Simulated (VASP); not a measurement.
A convergence study with VASP on BN (zinc blende): one setting is varied, all else stays as given below, so the limit is that of these other settings.

```
BN
1.0
    0.00000     1.80750     1.80750
    1.80750     0.00000     1.80750
    1.80750     1.80750     0.00000
B N
1 1
Direct
  0.00000   0.00000   0.00000
  0.25000   0.25000   0.25000
```

These are PBEsol GGA, VASP's PBE PAW potentials (set 64) (plane waves; VASP) values and carry that method's errors. The tightest run used: 700 eV cut-off, 22×22×22 Γ-centred mesh, Gaussian smearing of 0.050 eV, potentials B N.

Problem. The settings run are 1×1×1 mesh; 2×2×2 mesh; 3×3×3 mesh; 4×4×4 mesh; 5×5×5 mesh; 6×6×6 mesh; 7×7×7 mesh; 8×8×8 mesh; 9×9×9 mesh; 10×10×10 mesh; 11×11×11 mesh; 12×12×12 mesh; 13×13×13 mesh; 14×14×14 mesh; 15×15×15 mesh; 16×16×16 mesh; 17×17×17 mesh; 18×18×18 mesh; 19×19×19 mesh; 20×20×20 mesh; 21×21×21 mesh; 22×22×22 mesh. From which on does the energy per atom stay within 0.005 eV/atom of the tightest run?

Solution. From 6×6×6 mesh on: it is off by 0.0021 there and by no more than 0.005 in any finer run, while 5×5×5 mesh is off by 0.0087.
```tsv
setting	E (eV/atom)	pressure (GPa)	irreducible k-points	difference judged (eV/atom)
1×1×1 mesh	3.4999	259.72	1	12.6771
2×2×2 mesh	-7.9567	20.56	3	1.2205
3×3×3 mesh	-8.9857	0.81	4	0.1915
4×4×4 mesh	-9.1387	-1.93	8	0.0385
5×5×5 mesh	-9.1686	-2.46	10	0.0087
6×6×6 mesh	-9.1751	-2.58	16	0.0021
7×7×7 mesh	-9.1767	-2.61	20	0.0005
8×8×8 mesh	-9.1771	-2.62	29	0.0001
9×9×9 mesh	-9.1772	-2.62	35	0.0001
10×10×10 mesh	-9.1772	-2.62	47	0.0000
11×11×11 mesh	-9.1773	-2.62	56	0.0000
12×12×12 mesh	-9.1773	-2.62	72	0.0000
13×13×13 mesh	-9.1773	-2.62	84	0.0000
14×14×14 mesh	-9.1773	-2.62	104	0.0000
15×15×15 mesh	-9.1773	-2.62	120	0.0000
16×16×16 mesh	-9.1773	-2.62	145	0.0000
17×17×17 mesh	-9.1773	-2.62	165	0.0000
18×18×18 mesh	-9.1773	-2.62	195	0.0000
19×19×19 mesh	-9.1773	-2.62	220	0.0000
20×20×20 mesh	-9.1773	-2.62	256	0.0000
21×21×21 mesh	-9.1773	-2.62	286	0.0000
22×22×22 mesh	-9.1773	-2.62	328	0.0000
```

Left out are rungs that failed or repeat a setting and relaxations that didn't move; long series are thinned to 24 rows.

The compound is BN in the zinc blende structure. The cell was not relaxed at this level.
